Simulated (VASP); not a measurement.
Input:

```
CELL_PARAMETERS angstrom
      5.82757     0.00000     0.00000
     -2.91378     5.04682     0.00000
      0.00000     0.00000     6.85774
ATOMIC_POSITIONS crystal
  Cs 0.33333 0.66667 0.93869
  Cs 0.66667 0.33333 0.43869
  Cl 0.33333 0.66667 0.43631
  Cl 0.66667 0.33333 0.93631
```

These are PBEsol GGA, VASP's PBE PAW potentials (set 64) (plane waves; VASP) values and carry that method's errors. Numerical set-up: 400 eV cut-off, 4×4×3 Γ-centred mesh, Gaussian smearing of 0.050 eV, potentials Cs_sv Cl.

Problem. What does the run give for the energy per atom (σ→0)?

Solution. 
```yaml
energy per atom (σ→0): -3.393 eV/atom
```

Total energies compare only between runs with the same potentials, cut-off and functional.

The structure was generated: CsCl was put into the wurtzite type (P6_3mc), which need not be its known phase. It was relaxed first, which changed the volume by -21 %. The start is the result of an earlier pass.
